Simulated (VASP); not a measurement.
# Al3InN4 (P-4m2) in VASP: density of states with PBE

Aim: the density of states of Al3InN4 with PBE.

All numbers are computed with VASP 6.6.1; they aren't measurements. Logs are shortened: lines on timing, memory, paths and dates and some standing lists are left out, and cuts for length are marked.

**1. Starting point**

It takes space group P-4m2 (No. 115, tetragonal). The conventional cell has a = 3.220 Å, b = 3.220 Å, c = 9.137 Å, α = 90.00°, β = 90.00°, γ = 90.00°. Al (site symmetry -4m2) has 4 N at 1.93 Å as nearest neighbours. Al (site symmetry 2mm) has 4 N at 1.91 to 1.93 Å as nearest neighbours. Around In (site symmetry -4m2) lie 4 N at 2.15 Å. N (site symmetry 2mm) has 4 Al at 1.93 Å as nearest neighbours. Around N (site symmetry 2mm) lie 2 Al at 1.91 Å and 2 In at 2.15 Å.

The cell was built by a generator and needn't be a form met in nature.

**2. Density of states, PBE**

Contents of POSCAR:

```
Al3InN4                                 
1.0
    3.2197823261      0.0000000000      0.0000000000
    0.0000000000      3.2197823261     -0.0000000000
   -0.0000000000      0.0000000000      9.1374079230
  Al              In              N             
     3     1     4
Direct
     1.0000000000000000    0.0000000000000000    0.5000000000000000
     0.5000000000000000    0.5000000000000000    0.7314194442375732
     0.5000000000000000    0.5000000000000000    0.2685805557624268
     1.0000000000000000    0.0000000000000000    1.0000000000000000
     0.0000000000000000    0.5000000000000000    0.6155885594728163
     0.5000000000000000    0.0000000000000000    0.3844114405271836
     0.0000000000000000    0.5000000000000000    0.1556913377488734
     0.5000000000000000    1.0000000000000000    0.8443086622511267
```

Contents of INCAR.step1:

```
  PREC = Accurate
  ENCUT = 520
  EDIFF = 1E-7
  ISMEAR = 0
  SIGMA = 0.03
  LREAL = F
  LASPH = T
  NELM = 80
  ALGO = Normal
  ISIF = 2
  LWAVE = F
  LCHARG = T
  GGA = PE
  KPAR = 4
```

Contents of KPOINTS.step1:

```
Automatic mesh
0
Gamma
  8 8 4
```

Contents of INCAR.step2:

```
  PREC = Accurate
  ENCUT = 520
  EDIFF = 1E-7
  ISMEAR = -5
  SIGMA = 0.03
  LREAL = F
  LASPH = T
  NELM = 80
  ALGO = Normal
  ISIF = 2
  LWAVE = F
  LCHARG = F
  GGA = PE
  LORBIT = 11
  KPAR = 4
  NEDOS = 1001
  ICHARG = 11
```

Contents of KPOINTS.step2:

```
Automatic mesh
0
Gamma
  12 12 6
```

Potentials or basis: VASP PAW PBE potentials, release 64 (Al, In_d, N).

On the command line:

```
> cat potpaw_PBE.64/Al/POTCAR potpaw_PBE.64/In_d/POTCAR potpaw_PBE.64/N/POTCAR > POTCAR
> cp INCAR.step1 INCAR
> cp KPOINTS.step1 KPOINTS
> mpirun -np 4 vasp_std > vasp.out
> cp INCAR.step2 INCAR
> cp KPOINTS.step2 KPOINTS
> mpirun -np 4 vasp_std > vasp.out
```

OUTCAR:

```text
PREC = Accurate
   ENCUT = 520
   EDIFF = 1E-7
   ISMEAR = -5
   LREAL = F
   LASPH = T
   NELM = 80
   ISIF = 2
   GGA = PE
   LORBIT = 11
   ICHARG = 11

 ion  position               nearest neighbor table
   1  0.000  0.000  0.500-   5 1.93   6 1.93   5 1.93   6 1.93   2 3.11   3 3.11   2 3.11   2 3.11
                             3 3.11   3 3.11   2 3.11   3 3.11
   2  0.500  0.500  0.731-   8 1.91   8 1.91   5 1.93   5 1.93   1 3.11   1 3.11   1 3.11   1 3.11
                             4 3.35   4 3.35   4 3.35   4 3.35
   3  0.500  0.500  0.269-   7 1.91   7 1.91   6 1.93   6 1.93   1 3.11   1 3.11   1 3.11   1 3.11
                             4 3.35   4 3.35   4 3.35   4 3.35
   4  0.000  0.000  0.000-   7 2.15   8 2.15   7 2.15   8 2.15   2 3.35   3 3.35   2 3.35   2 3.35
                             3 3.35   3 3.35   2 3.35   3 3.35
   5  0.000  0.500  0.616-   1 1.93   1 1.93   2 1.93   2 1.93
   6  0.500  0.000  0.384-   1 1.93   1 1.93   3 1.93   3 1.93
   7  0.000  0.500  0.156-   3 1.91   3 1.91   4 2.15   4 2.15
   8  0.500  0.000  0.844-   2 1.91   2 1.91   4 2.15   4 2.15

  LATTYP: Found a simple tetragonal cell.
 ALAT       =     3.2197823261
 C/A-ratio  =     2.8378961674

  Lattice vectors:

 A1 = (   3.2197823261,   0.0000000000,   0.0000000000)
 A2 = (   0.0000000000,   3.2197823261,   0.0000000000)
 A3 = (   0.0000000000,   0.0000000000,   9.1374079230)

Analysis of symmetry for initial positions (statically):
=====================================================================
 Subroutine PRICEL returns:
 Original cell was already a primitive cell.

 Routine SETGRP: Setting up the symmetry group for a
 simple tetragonal supercell.

 Subroutine GETGRP returns: Found  8 space group operations
 (whereof  8 operations were pure point group operations)
 out of a pool of 16 trial point group operations.

The static configuration has the point symmetry D_2d.

Analysis of symmetry for dynamics (positions and initial velocities):
=====================================================================
 Subroutine PRICEL returns:
 Original cell was already a primitive cell.

 Routine SETGRP: Setting up the symmetry group for a
 simple tetragonal supercell.

 Subroutine GETGRP returns: Found  8 space group operations
 (whereof  8 operations were pure point group operations)
 out of a pool of 16 trial point group operations.

The dynamic configuration has the point symmetry D_2d.

 Subroutine INISYM returns: Found  8 space group operations
 (whereof  8 operations are pure point group operations),
 and found     1 'primitive' translations

----------------------------------------------------------------------------------------
[... 125 lines left out ...]
   IMIX   =      4    mixing-type and parameters
     AMIX     =   0.40;   BMIX     =  1.00
     AMIX_MAG =   1.60;   BMIX_MAG =  1.00
  volume/ion in A,a.u.               =      11.84        79.91
  Fermi-wavevector in a.u.,A,eV,Ry     =   1.248339  2.359019 21.202647  1.558351
  Thomas-Fermi vector in A             =   2.382430
   LORBIT       =     11    0 simple, 1 ext, 2 COOP (PROOUT), +10 PAW based schemes
   GGA     = PE    functional components
   LHFCALC =     F    Hartree Fock is set to
   AEXX    =    0.0000 exact exchange contribution
   IVDW    =     0    specifies the selected vdW correction
   LEPSILON=     F    determine dielectric tensor
   LRPA    =     F    only Hartree local field effects (RPA)
 non-spin polarized calculation
 Fermi weights with tetrahedron method with Bloechl corrections
  energy-cutoff  :      520.00
  volume of cell :       94.73
 maximum number of plane-waves:      2592
 NGX is ok and might be reduce to    24

 number of electron      41.9999998 magnetization

 Free energy of the ion-electron system (eV)
  ---------------------------------------------------
  ext. energy  EPLUGINS =         0.00000000
  ---------------------------------------------------
  free energy    TOTEN  =       -54.82729861 eV

  energy without entropy =      -54.82729861  energy(sigma->0) =      -54.82729861

 E-fermi :   6.2852     XC(G=0): -10.8363

 val. band max:        6.2807487194   @ k =   0.0000   0.0000   0.0000
 cond. band min:       8.2207744835   @ k =   0.0000   0.0000   0.0000
 fundamental gap:      1.9400257641
 Fermi energy:         6.2852190631

 k-point     1 :       0.0000    0.0000    0.0000
  band No.  band energies     occupation
      1      -8.7338      2.00000
      2      -8.3496      2.00000
      3      -7.5752      2.00000
      4      -7.1142      2.00000
      5      -6.7224      2.00000
      6      -6.7144      2.00000
[... 685 lines left out ...]
     25      12.4207      0.00000
     26      12.7165      0.00000

 [... further k-points ...]
[... 5 lines left out ...]
  --------------------------------------------------------------------------------------
  -------------------------------------------------------------------------------------
  Total        0.0055339      0.0055339      0.0137101      0.0000000      0.0000000      0.0000000
  in kB        0.0935971      0.0935971      0.2318871      0.0000000      0.0000000      0.0000000
  external PRESSURE =       0.1396938 kB  Pullay stress =       0.0000000 kB

 VOLUME and BASIS-vectors are now :
 -----------------------------------------------------------------------------
  energy-cutoff  :      520.00
  volume of cell :       94.73
      direct lattice vectors                 reciprocal lattice vectors
     3.219782326  0.000000000  0.000000000     0.310580002  0.000000000  0.000000000
     0.000000000  3.219782326  0.000000000     0.000000000  0.310580002  0.000000000
     0.000000000  0.000000000  9.137407923     0.000000000  0.000000000  0.109440227

 POSITION                                       TOTAL-FORCE (eV/Angst)
 -----------------------------------------------------------------------------------
      0.00000      0.00000      4.56870         0.000000      0.000000      0.000000
      1.60989      1.60989      6.68328         0.000000     -0.000000     -0.002277
      1.60989      1.60989      2.45413         0.000000     -0.000000      0.002277
      0.00000      0.00000      0.00000         0.000000      0.000000      0.000000
      0.00000      1.60989      5.62488         0.000000      0.000000      0.000509
      1.60989      0.00000      3.51252         0.000000      0.000000     -0.000509
      0.00000      1.60989      1.42262         0.000000      0.000000     -0.004896
      1.60989      0.00000      7.71479        -0.000000      0.000000      0.004896
 -----------------------------------------------------------------------------------
    total drift:                                0.000000      0.000000      0.000000

  FREE ENERGIE OF THE ION-ELECTRON SYSTEM (eV)
  ---------------------------------------------------
  free  energy   TOTEN  =       -54.8272986082 eV

  energy  without entropy=      -54.8272986082  energy(sigma->0) =      -54.82729861

 total charge

# of ion       s       p       d       tot
------------------------------------------
    1        0.363   0.419   0.000   0.781
    2        0.363   0.417   0.000   0.781
    3        0.363   0.417   0.000   0.781
    4        0.769   0.826  10.008  11.603
    5        1.221   2.595   0.000   3.816
    6        1.221   2.595   0.000   3.816
    7        1.233   2.515   0.000   3.749
    8        1.233   2.515   0.000   3.749
--------------------------------------------------
tot          6.768  12.299  10.008  29.076
```

OUTCAR.step1:

```text
PREC = Accurate
   ENCUT = 520
   EDIFF = 1E-7
   ISMEAR = 0
   LREAL = F
[... 947 lines left out ...]
      0.00000      1.60989      5.62488        -0.000000     -0.000000      0.000044
      1.60989      0.00000      3.51252        -0.000000     -0.000000     -0.000044
      0.00000      1.60989      1.42262        -0.000000     -0.000000     -0.003309
      1.60989      0.00000      7.71479        -0.000000     -0.000000      0.003309
 -----------------------------------------------------------------------------------
    total drift:                               -0.000000      0.000000      0.000000

  FREE ENERGIE OF THE ION-ELECTRON SYSTEM (eV)
  ---------------------------------------------------
  free  energy   TOTEN  =       -54.8267323689 eV

  energy  without entropy=      -54.8267323689  energy(sigma->0) =      -54.82673237
```

OSZICAR.step1:

```text
N       E                     dE             d eps       ncg     rms          rms(c)
DAV:   1     0.358841669680E+03    0.35884E+03   -0.19529E+04  2340   0.171E+03
DAV:   2    -0.181120101403E+02   -0.37695E+03   -0.36282E+03  2796   0.421E+02
DAV:   3    -0.624407246862E+02   -0.44329E+02   -0.43296E+02  2814   0.144E+02
DAV:   4    -0.644416479406E+02   -0.20009E+01   -0.19934E+01  3062   0.327E+01
DAV:   5    -0.644997686431E+02   -0.58121E-01   -0.58083E-01  3368   0.533E+00    0.180E+01
DAV:   6    -0.547599680589E+02    0.97398E+01   -0.43364E+01  3474   0.604E+01    0.135E+01
DAV:   7    -0.548918491559E+02   -0.13188E+00   -0.25470E+00  2654   0.111E+01    0.438E+00
DAV:   8    -0.548450508723E+02    0.46798E-01   -0.17336E-01  3604   0.373E+00    0.282E+00
DAV:   9    -0.548261185510E+02    0.18932E-01   -0.53362E-02  3656   0.369E+00    0.357E-01
DAV:  10    -0.548260996761E+02    0.18875E-04   -0.12637E-02  3514   0.102E+00    0.358E-01
DAV:  11    -0.548266275725E+02   -0.52790E-03   -0.26886E-03  3296   0.405E-01    0.225E-01
DAV:  12    -0.548267283287E+02   -0.10076E-03   -0.35887E-04  3006   0.159E-01    0.496E-02
DAV:  13    -0.548267323510E+02   -0.40223E-05   -0.53896E-05  3612   0.813E-02    0.111E-02
DAV:  14    -0.548267324145E+02   -0.63452E-07   -0.73558E-06  3498   0.250E-02    0.776E-03
DAV:  15    -0.548267323682E+02    0.46311E-07   -0.12919E-06  2656   0.906E-03    0.595E-03
DAV:  16    -0.548267323689E+02   -0.72032E-09   -0.16369E-07  1652   0.288E-03
   1 F= -.54826732E+02 E0= -.54826732E+02  d E =-.256006E-16
```

It took 63 s on 4 MPI ranks of Intel Xeon Platinum 8488C (Sapphire Rapids), shared host; peak memory 0.36 GiB.

What came out:

```yaml
Valence_electrons_inside_the_program's_atomic_spheres: Al 0.78; In 11.60; N 3.82, 3.75
```

Levels at points of the mesh, in eV from the valence-band top:
```csv
k point,band 19,band 20,band 21,band 22,band 23,band 24
"(0.00, 0.00, 0.00)",-0.57,0.00,0.00,1.94,3.42,5.01
"(0.50, 0.00, 0.00)",-0.83,-0.70,-0.07,4.44,4.78,6.81
"(0.50, 0.50, 0.00)",-2.03,-2.03,-1.87,2.97,2.97,5.76
"(0.00, 0.00, 0.50)",-0.83,-0.11,-0.11,2.78,3.69,3.84
"(0.50, 0.00, 0.50)",-1.17,-1.16,-0.07,4.63,4.94,6.85
"(0.50, 0.50, 0.50)",-2.44,-2.44,-2.35,4.05,4.05,4.35
```

States per cell in windows of 0.5 eV (zero at the valence-band top; states under -8 eV left out):
```tsv
from (eV)	total	N7_p	N8_p	N5_p	N6_p	In4_s	In4_p
-8.0	0.00	0.00	0.00	0.00	0.00	0.00	0.00
-7.5	0.00	0.00	0.00	0.00	0.00	0.00	0.00
-7.0	0.00	0.00	0.00	0.00	0.00	0.00	0.00
-6.5	0.00	0.00	0.00	0.00	0.00	0.00	0.00
-6.0	0.61	0.04	0.04	0.04	0.04	0.06	0.01
-5.5	1.96	0.15	0.15	0.12	0.12	0.22	0.03
-5.0	2.56	0.18	0.18	0.22	0.22	0.11	0.05
-4.5	1.45	0.09	0.09	0.14	0.14	0.08	0.02
-4.0	0.98	0.07	0.07	0.10	0.10	0.03	0.02
-3.5	1.70	0.15	0.15	0.17	0.17	0.03	0.05
-3.0	1.96	0.20	0.20	0.19	0.19	0.03	0.07
-2.5	2.71	0.30	0.30	0.30	0.30	0.03	0.09
-2.0	3.44	0.39	0.39	0.44	0.44	0.02	0.12
-1.5	2.99	0.34	0.34	0.44	0.44	0.01	0.10
-1.0	2.30	0.28	0.28	0.35	0.35	0.01	0.08
-0.5	1.43	0.31	0.31	0.10	0.10	0.00	0.07
0.0	0.00	0.00	0.00	0.00	0.00	0.00	0.00
0.5	0.00	0.00	0.00	0.00	0.00	0.00	0.00
1.0	0.00	0.00	0.00	0.00	0.00	0.00	0.00
1.5	0.00	0.00	0.00	0.00	0.00	0.00	0.00
2.0	0.03	0.00	0.00	0.00	0.00	0.00	0.00
2.5	0.13	0.01	0.01	0.00	0.00	0.01	0.00
3.0	0.33	0.03	0.03	0.01	0.01	0.03	0.01
3.5	0.72	0.06	0.06	0.01	0.01	0.05	0.04
4.0	1.20	0.09	0.09	0.02	0.02	0.10	0.07
4.5	0.82	0.05	0.05	0.02	0.02	0.04	0.05
5.0	1.49	0.08	0.08	0.05	0.05	0.03	0.09
5.5	1.15	0.05	0.05	0.05	0.05	0.02	0.04
6.0	1.48	0.07	0.07	0.06	0.06	0.08	0.03
6.5	0.94	0.05	0.05	0.03	0.03	0.09	0.02
7.0	1.14	0.07	0.07	0.03	0.03	0.12	0.05
7.5	0.56	0.03	0.03	0.01	0.01	0.08	0.03
```
